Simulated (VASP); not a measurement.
Computed with r2SCAN meta-GGA, VASP's PBE PAW potentials (set 64) (plane waves; VASP 6.6.1).

VASP input:

File POSCAR:
```
Fe
1
   -1.4289524979     1.4289524979     1.4289524979
    1.4289524979    -1.4289524979     1.4289524979
    1.4289524979     1.4289524979    -1.4289524979
Fe
1
Direct
  0.0000000000   0.0000000000   0.0000000000
```

### KPOINTS
```
Automatic mesh
0
Gamma
20 20 20
0 0 0
```

**INCAR**
```
METAGGA=R2SCAN
NEDOS=601   ! DOS grid
ISIF=2
PREC=Accurate
ENCUT=520   ! plane-wave cut-off (eV)
LASPH=.True.
LMIXTAU=.True.
ISPIN=2   ! spin-polarised
MAGMOM=2.7
LCHARG=.False.
LREAL=.False.
LWAVE=.False.
EDIFF=1E-7   ! SCF stop (eV)
LORBIT=11
SYSTEM=Fe
LMAXMIX=4
ISMEAR=-5
NELM=100   ! most electronic steps
ALGO=Normal   ! blocked Davidson
```

**KPOINTS_OPT**
```
k-points along high-symmetry lines
10
Line-mode
Reciprocal
  0.000000   0.000000   0.000000 ! GAMMA
  0.500000  -0.500000   0.500000 ! H

  0.500000  -0.500000   0.500000 ! H
  0.000000  -0.000000   0.500000 ! N

  0.000000  -0.000000   0.500000 ! N
  0.000000   0.000000   0.000000 ! GAMMA

  0.000000   0.000000   0.000000 ! GAMMA
  0.250000   0.250000   0.250000 ! P

  0.250000   0.250000   0.250000 ! P
  0.500000  -0.500000   0.500000 ! H

  0.250000   0.250000   0.250000 ! P
  0.000000  -0.000000   0.500000 ! N
```

POTCAR, in this order: Fe (PBE.64 set). Program: vasp_std.

The run wrote:

OSZICAR:
```
       N       E                     dE             d eps       ncg     rms          rms(c)
DAV:   1     0.115112246435E+02    0.11511E+02   -0.42513E+03  9536   0.112E+03
DAV:   2    -0.153656467713E+02   -0.26877E+02   -0.25306E+02  9355   0.137E+02
DAV:   3    -0.157230836753E+02   -0.35744E+00   -0.35663E+00 10379   0.221E+01
DAV:   4    -0.157251958920E+02   -0.21122E-02   -0.21125E-02  9944   0.156E+00
DAV:   5    -0.157252204756E+02   -0.24584E-04   -0.24580E-04 10038   0.154E-01    0.118E+01
DAV:   6    -0.142502715242E+02    0.14749E+01   -0.22130E+01  9791   0.746E+01    0.867E+00
DAV:   7    -0.143463206873E+02   -0.96049E-01   -0.33100E+00 10559   0.249E+01    0.516E+00
DAV:   8    -0.143594881679E+02   -0.13167E-01   -0.78872E-02 10321   0.275E+00    0.229E+00
DAV:   9    -0.143557355216E+02    0.37526E-02   -0.10554E-01 10815   0.377E+00    0.783E-01
DAV:  10    -0.143576619529E+02   -0.19264E-02   -0.12663E-02  9925   0.123E+00    0.210E-01
DAV:  11    -0.143582546705E+02   -0.59272E-03   -0.11167E-03  9580   0.574E-01    0.104E-01
DAV:  12    -0.143582436257E+02    0.11045E-04   -0.14769E-05 10050   0.518E-02    0.666E-02
DAV:  13    -0.143582618453E+02   -0.18220E-04   -0.41212E-05 10423   0.698E-02    0.403E-02
DAV:  14    -0.143582515110E+02    0.10334E-04   -0.26508E-05  9926   0.754E-02    0.599E-03
DAV:  15    -0.143582511130E+02    0.39793E-06   -0.26801E-07  6030   0.790E-03    0.157E-03
DAV:  16    -0.143582512020E+02   -0.88995E-07   -0.28696E-08  4691   0.254E-03
   1 F= -.14358251E+02 E0= -.14358251E+02  d E =0.000000E+00  mag=     2.6225
       N       E                     dE             ncg
```

**OUTCAR**
```
------------------------ aborting loop because EDIFF is reached ----------------------------------------
  FORCE on cell =-STRESS in cart. coord.  units (eV):
  Direction    XX          YY          ZZ          XY          YZ          ZX
  --------------------------------------------------------------------------------------
  Total        0.0540867      0.0540867      0.0540867      0.0000000      0.0000000      0.0000000
  in kB        7.4248550      7.4248550      7.4248550      0.0000000      0.0000000      0.0000000
  external PRESSURE =       7.4248550 kB  Pullay stress =       0.0000000 kB
  volume of cell :       11.67
      direct lattice vectors                 reciprocal lattice vectors
    -1.428952498  1.428952498  1.428952498     0.000000000  0.349906663  0.349906663
     1.428952498 -1.428952498  1.428952498     0.349906663  0.000000000  0.349906663
     1.428952498  1.428952498 -1.428952498     0.349906663  0.349906663  0.000000000
 POSITION                                       TOTAL-FORCE (eV/Angst)
 -----------------------------------------------------------------------------------
      0.00000      0.00000      0.00000         0.000000     -0.000000      0.000000
 -----------------------------------------------------------------------------------
    total drift:                                0.000000      0.000000      0.000000
  FREE ENERGIE OF THE ION-ELECTRON SYSTEM (eV)
  ---------------------------------------------------
  free  energy   TOTEN  =       -14.3582512020 eV

  energy  without entropy=      -14.3582512020  energy(sigma->0) =      -14.35825120

 total charge

# of ion       s       p       d       tot
------------------------------------------
    1        0.481   0.556   6.179   7.216

 magnetization (x)

# of ion       s       p       d       tot
------------------------------------------
    1       -0.013  -0.120   2.823   2.690
```
(Selected blocks of OUTCAR.)

For a metal the tetrahedron method with Blöchl corrections gives inexact stress and forces.

The compound is Fe in the bcc structure. It was relaxed first.
